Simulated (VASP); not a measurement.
Crystal: Be.

```
Be
1.0
     2.26189    0.00000    0.00000
    -1.13095    1.95885    0.00000
     0.00000    0.00000    3.57094
Be
2
Direct
  0.33333 0.66667 0.25000
  0.66667 0.33333 0.75000
```

Base run:

```yaml
Program: VASP 6.6.1
Functional: PBE
Potentials_or_basis: VASP PAW PBE potentials, release 64 (Be)
Cutoff: 600 eV
k_mesh: 22 × 22 × 12
Occupations: methfessel-paxton, width 0.1 eV
Spin: no spin polarisation
```

Its results: band gap on the k mesh none (metal or under the smearing width); pressure 0.1 GPa.

**Question.** After a change of settings the same cell gave: band gap on the k mesh none (metal or under the smearing width); pressure -0.9 GPa. Which change was it?
A. functional from PBE to LDA; potentials or basis from VASP PAW PBE potentials, release 64 (Be) to VASP PAW LDA potentials, release 64 (Be); cutoff from 600 eV to 450 eV
B. functional from PBE to PBEsol; cutoff from 600 eV to 450 eV
C. functional from PBE to r2SCAN; cutoff from 600 eV to 450 eV
D. cutoff from 600 eV to 450 eV

**Answer.** B.

PBEsol binds more tightly than PBE, so the same cell stands under less pressure.

Caveats: the PAW data sets were made with another functional, which shifts forces and pressure a little (some runs).
